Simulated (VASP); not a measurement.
Output of a VASP run:

File OSZICAR:
```
       N       E                     dE             d eps       ncg     rms          rms(c)
DAV:   1     0.576196360033E+03    0.57620E+03   -0.28198E+04  1464   0.187E+03
DAV:   2     0.466034927653E+01   -0.57154E+03   -0.55172E+03  1440   0.515E+02
DAV:   3    -0.417597081188E+02   -0.46420E+02   -0.44650E+02  1556   0.155E+02
DAV:   4    -0.436597774216E+02   -0.19001E+01   -0.18763E+01  1644   0.294E+01
DAV:   5    -0.437092332833E+02   -0.49456E-01   -0.49432E-01  1740   0.446E+00    0.292E+01
DAV:   6    -0.366006090981E+02    0.71086E+01   -0.60657E+01  1768   0.620E+01    0.148E+01
DAV:   7    -0.358185301262E+02    0.78208E+00   -0.11318E+01  1620   0.312E+01    0.638E+00
DAV:   8    -0.358090529277E+02    0.94772E-02   -0.70781E-01  1652   0.682E+00    0.290E+00
DAV:   9    -0.357884709250E+02    0.20582E-01   -0.12092E-01  1636   0.239E+00    0.860E-01
DAV:  10    -0.357863741015E+02    0.20968E-02   -0.16457E-02  1848   0.115E+00    0.349E-01
DAV:  11    -0.357867380664E+02   -0.36396E-03   -0.24727E-03  1664   0.375E-01    0.166E-01
DAV:  12    -0.357867454488E+02   -0.73824E-05   -0.21216E-04  2048   0.112E-01    0.840E-02
DAV:  13    -0.357867542340E+02   -0.87853E-05   -0.37016E-05  1608   0.403E-02    0.269E-02
DAV:  14    -0.357867565763E+02   -0.23423E-05   -0.46912E-06  1428   0.153E-02    0.705E-03
DAV:  15    -0.357867564615E+02    0.11478E-06   -0.13643E-06  1004   0.831E-03
   1 F= -.35786756E+02 E0= -.35785395E+02  d E =-.272255E-02  mag=     6.2717
```

OUTCAR:
```
------------------------ aborting loop because EDIFF is reached ----------------------------------------
  FORCE on cell =-STRESS in cart. coord.  units (eV):
  Direction    XX          YY          ZZ          XY          YZ          ZX
  --------------------------------------------------------------------------------------
  Total       -1.5167989     -1.5167989     -1.5167989     -0.0000000      0.0000000     -0.0000000
  in kB      -38.1383495    -38.1383495    -38.1383495     -0.0000000      0.0000000     -0.0000000
  external PRESSURE =     -38.1383495 kB  Pullay stress =       0.0000000 kB
  volume of cell :       63.72
      direct lattice vectors                 reciprocal lattice vectors
     3.994161000  0.000000000  0.000000000     0.250365471  0.000000000  0.000000000
     0.000000000  3.994161000  0.000000000     0.000000000  0.250365471  0.000000000
     0.000000000  0.000000000  3.994161000     0.000000000  0.000000000  0.250365471
 POSITION                                       TOTAL-FORCE (eV/Angst)
 -----------------------------------------------------------------------------------
      0.00000      0.00000      0.00000         0.000000      0.000000      0.000000
      1.99708      1.99708      1.99708         0.000000      0.000000      0.000000
      0.00000      1.99708      1.99708         0.000000      0.000000      0.000000
      1.99708      1.99708      0.00000         0.000000      0.000000      0.000000
      1.99708      0.00000      1.99708         0.000000      0.000000      0.000000
 -----------------------------------------------------------------------------------
    total drift:                                0.000000      0.000000     -0.000000
  FREE ENERGIE OF THE ION-ELECTRON SYSTEM (eV)
  ---------------------------------------------------
  free  energy   TOTEN  =       -35.7867564615 eV

  energy  without entropy=      -35.7840339099  energy(sigma->0) =      -35.78539519

 total charge

# of ion       s       p       d       tot
------------------------------------------
    1        0.579   0.496   9.701  10.777
    2        0.904   1.565   0.000   2.469
    3        0.318   6.322   4.147  10.787
    4        0.318   6.322   4.147  10.787
    5        0.318   6.322   4.147  10.787
--------------------------------------------------
tot          2.438  21.027  22.142  45.607

 magnetization (x)

# of ion       s       p       d       tot
------------------------------------------
    1       -0.049  -0.071   0.048  -0.072
    2       -0.021  -0.124   0.000  -0.145
    3        0.007   0.015   2.059   2.081
    4        0.007   0.015   2.059   2.081
    5        0.007   0.015   2.059   2.081
--------------------------------------------------
tot         -0.048  -0.151   6.224   6.025
```
(Selected blocks of OUTCAR.)

### POSCAR
```
ZnCr3C
1
    3.9941610000     0.0000000000     0.0000000000
    0.0000000000     3.9941610000     0.0000000000
    0.0000000000     0.0000000000     3.9941610000
Zn C Cr
1 1 3
Direct
  0.0000000000   0.0000000000   0.0000000000
  0.5000000000   0.5000000000   0.5000000000
  0.0000000000   0.5000000000   0.5000000000
  0.5000000000   0.5000000000   0.0000000000
  0.5000000000   0.0000000000   0.5000000000
```

Question: Reconstruct the remaining input files.

Answer: Several could match; the one computed here: the input of the run itself, RPBE GGA, plane waves, VASP's PBE PAW potentials (set 64).

File KPOINTS:
```
Automatic mesh
0
Gamma
5 5 5
0 0 0
```

INCAR:
```
SYSTEM=ZnCr3C
PREC=Accurate; ENCUT=520; LREAL=.FALSE.
LASPH=.TRUE.
EDIFF=1E-6; NELM=100; ALGO=Normal
LMAXMIX=4
ISMEAR=0; SIGMA=0.05
GGA=RP
MAGMOM=2*0.0 3*3.0
ISPIN=2
ISIF=2
LWAVE=.FALSE.; LCHARG=.FALSE.; LORBIT=10
```

POTCAR, in this order: Zn C Cr_pv (PBE.64 set). Program: vasp_std.

The moments were started parallel, and other spin orders were not tried in this run.

The structure was generated: ZnCr3C was put into the cubic-perovskite type (Pm-3m), which need not be its known phase. The cell was not relaxed at this level. The k-mesh is coarse (spacing up to 0.31 per Å, 2π included), so the numbers may not be converged in it. The run is one of a series of settings (GGA = RP against the base run), some of them coarse on purpose.
